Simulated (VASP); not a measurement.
Consider the following.

```xyz
6
Lattice="4.6513 0.0000 0.0000 0.0000 4.6513 0.0000 0.0000 0.0000 3.0733" Properties=species:S:1:pos:R:3 pbc="T T T"
Mg     0.0000     0.0000     0.0000
Mg     2.3256     2.3256     1.5367
F      1.4084     1.4084     0.0000
F      3.7340     0.9173     1.5367
F      0.9173     3.7340     1.5367
F      3.2429     3.2429     0.0000
```

The numbers are results of PBE GGA with D4 dispersion, VASP's PBE PAW potentials (set 64) (plane waves; VASP 6.6.1), not measurements. Numerical set-up: 520 eV cut-off, Gaussian smearing of 0.050 eV, potentials Mg F.

Task: What does the run give for the band gap (along the path) with the smallest direct gap where there is one?

Result: 
| Property | Result |
|---|---|
| band gap (along the path) | 6.96 eV |
| smallest direct gap (along the path) | 6.96 eV |

The compound is MgF2 in the rutile structure. It was relaxed first.
